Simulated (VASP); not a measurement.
HfB2:

```
Hf B
1.0
     3.14506    0.00000    0.00000
    -1.57253    2.72370    0.00000
     0.00000    0.00000    3.48730
Hf B
1 2
Cartesian
  0.0000 0.0000 0.0000
  0.0000 1.8158 1.7436
  1.5725 0.9079 1.7436
```

```yaml
Program: VASP 6.6.1
Task: relaxation of cell and atoms
Functional: LDA
Potentials_or_basis: VASP PAW LDA potentials, release 64 (Hf_pv, B)
Cutoff: 600 eV
k_mesh: 15 × 15 × 12
Occupations: gaussian, width 0.1 eV
Spin: no spin polarisation
```

At the start: pressure -11.0 GPa; volume 9.96 Å³/atom.

**Question.** Where does the relaxation end?

**Answer.** Over 6 steps the energy falls by 15.0 meV/atom and the volume is 9.53 Å³/atom (-4.3 %); space group P6/mmm (No. 191, to 0.05 Å).

The path:
```csv
step,energy change (eV),largest force (eV/Å),pressure (GPa),volume (Å³)
1,0.0000,0.0000,-11.00,29.87
2,0.0405,0.0000,17.90,27.01
3,-0.0448,0.0000,-0.16,28.63
4,-0.0448,0.0000,0.07,28.61
5,-0.0450,0.0000,0.08,28.60
6,-0.0450,0.0000,0.07,28.60
```

Final structure:
```
Hf B
1.0
     3.10360    0.00000    0.00000
    -1.55180    2.68780    0.00000
     0.00000    0.00000    3.42852
Hf B
1 2
Direct
  0.00000 0.00000 0.00000
  0.33333 0.66667 0.50000
  0.66667 0.33333 0.50000
```
